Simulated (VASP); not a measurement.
Method: RPBE GGA, VASP's PBE PAW potentials (set 64) (plane waves; VASP).

Input for VASP

File POSCAR:
```
Al3Sc
1
    4.1058670000     0.0000000000     0.0000000000
    0.0000000000     4.0607360000     0.0000000000
    0.0000000000     0.0000000000     4.1995770000
Sc Al
1 3
Direct
  0.0000000000   0.0000000000   0.0000000000
  0.0000000000   0.5000000000   0.5000000000
  0.5000000000   0.0000000000   0.5000000000
  0.5060260000   0.5000000000   0.0000000000
```

**INCAR**
```
SYSTEM = Al3Sc
PREC = Accurate; ENCUT = 400; LREAL = F
LASPH = T
EDIFF = 1E-6; NELM = 100; ALGO = Normal
LMAXMIX = 4
ISMEAR = 1; SIGMA = 0.1
GGA = RP
ISIF = 2
LWAVE = F; LCHARG = F
```

### KPOINTS
```
K-points
0
Gamma
 7 7 7
```

POTCAR, in this order: Sc_sv Al (PBE.64 set). Program: vasp_std.

Output

OSZICAR:
```
       N       E                     dE             d eps       ncg     rms          rms(c)
DAV:   1     0.981780060526E+02    0.98178E+02   -0.73457E+03  1816   0.105E+03
DAV:   2    -0.121543018941E+02   -0.11033E+03   -0.10852E+03  1810   0.335E+02
DAV:   3    -0.190440588276E+02   -0.68898E+01   -0.65912E+01  2736   0.640E+01
DAV:   4    -0.191882393409E+02   -0.14418E+00   -0.14327E+00  2564   0.103E+01
DAV:   5    -0.191907636425E+02   -0.25243E-02   -0.25235E-02  2578   0.131E+00    0.875E+00
DAV:   6    -0.182426141902E+02    0.94815E+00   -0.49394E+00  3038   0.253E+01    0.331E+00
DAV:   7    -0.181999285348E+02    0.42686E-01   -0.95883E-02  2170   0.275E+00    0.185E+00
DAV:   8    -0.181791357655E+02    0.20793E-01   -0.36892E-02  2850   0.186E+00    0.253E-01
DAV:   9    -0.181788377686E+02    0.29800E-03   -0.25916E-03  2254   0.472E-01    0.103E-01
DAV:  10    -0.181788127388E+02    0.25030E-04   -0.15371E-04  2762   0.126E-01    0.847E-02
DAV:  11    -0.181788097717E+02    0.29671E-05   -0.25184E-05  2278   0.369E-02    0.308E-02
DAV:  12    -0.181788050706E+02    0.47011E-05   -0.21039E-05  2932   0.516E-02    0.803E-03
DAV:  13    -0.181788047503E+02    0.32026E-06   -0.85489E-07  1456   0.100E-02
   1 F= -.18178805E+02 E0= -.18178388E+02  d E =-.125172E-02
```

OUTCAR:
```
------------------------ aborting loop because EDIFF is reached ----------------------------------------
  FORCE on cell =-STRESS in cart. coord.  units (eV):
  Direction    XX          YY          ZZ          XY          YZ          ZX
  --------------------------------------------------------------------------------------
  Total        0.7075644      1.1622976     -0.6802396      0.0000000      0.0000000      0.0000000
  in kB       16.1905419     26.5957802    -15.5652934      0.0000000      0.0000000      0.0000000
  external PRESSURE =       9.0736762 kB  Pullay stress =       0.0000000 kB
  volume of cell :       70.02
      direct lattice vectors                 reciprocal lattice vectors
     4.105867000  0.000000000  0.000000000     0.243553919  0.000000000  0.000000000
     0.000000000  4.060736000  0.000000000     0.000000000  0.246260776  0.000000000
     0.000000000  0.000000000  4.199577000     0.000000000  0.000000000  0.238119220
 POSITION                                       TOTAL-FORCE (eV/Angst)
 -----------------------------------------------------------------------------------
      0.00000      0.00000      0.00000         0.117508      0.000000      0.000000
      0.00000      2.03037      2.09979         0.039644      0.000000      0.000000
      2.05293      0.00000      2.09979         0.004555      0.000000      0.000000
      2.07768      2.03037      0.00000        -0.161706      0.000000      0.000000
 -----------------------------------------------------------------------------------
    total drift:                               -0.000194      0.000000     -0.000000
  FREE ENERGIE OF THE ION-ELECTRON SYSTEM (eV)
  ---------------------------------------------------
  free  energy   TOTEN  =       -18.1788047503 eV

  energy  without entropy=      -18.1775530300  energy(sigma->0) =      -18.17838751
```
(Selected blocks of OUTCAR.)

**OUTCAR**
```
 val. band max:        7.0615848148   @ k =   0.2857   0.0000   0.4286

 cond. band min:       7.0810370826   @ k =   0.2857   0.2857   0.0000


 Fermi energy:         7.0759979413

 k-point     1 :       0.0000    0.0000    0.0000
  band No.  band energies     occupation
      1     -42.0421      2.00000
      2     -20.6813      2.00000
      3     -20.6675      2.00000
      4     -20.6615      2.00000
      5      -2.7508      2.00000
      6       4.4155      2.00000
      7       4.7221      2.00000
      8       5.0903      2.00000
      9       5.3906      2.00000
     10       5.5432      2.00000
     11       8.4015     -0.00000
     12       8.4052     -0.00000
     13       8.4414     -0.00000
     14       8.5052     -0.00000

 k-point     2 :       0.1429    0.0000    0.0000
  band No.  band energies     occupation
      1     -42.0419      2.00000
      2     -20.6809      2.00000
      3     -20.6731      2.00000
      4     -20.6610      2.00000
      5      -2.5652      2.00000
      6       3.3362      2.00000
      7       4.6769      2.00000
      8       5.1268      2.00000
      9       5.5657      2.00000
     10       6.1937      2.00000
     11       8.2670     -0.00000
     12       8.4129     -0.00000
     13       8.4988     -0.00000
     14       9.1150      0.00000

 k-point     3 :       0.2857    0.0000    0.0000
  band No.  band energies     occupation
      1     -42.0413      2.00000
      2     -20.6855      2.00000
      3     -20.6799      2.00000
      4     -20.6601      2.00000
      5      -2.0206      2.00000
      6       1.7007      2.00000
      7       5.0886      2.00000
      8       5.2090      2.00000
      9       5.6081      2.00000
     10       7.0920      0.73342
     11       8.0335     -0.00000
     12       8.2948     -0.00000
     13       8.6359     -0.00000
     14       9.1570      0.00000

 k-point     4 :       0.4286    0.0000    0.0000
  band No.  band energies     occupation
...
```

The compound is Al3Sc in the L1_2 structure. The cell was not relaxed at this level, atoms are displaced from their ideal sites. The run is one of a series of settings (GGA = RP against the base run), some of them coarse on purpose.
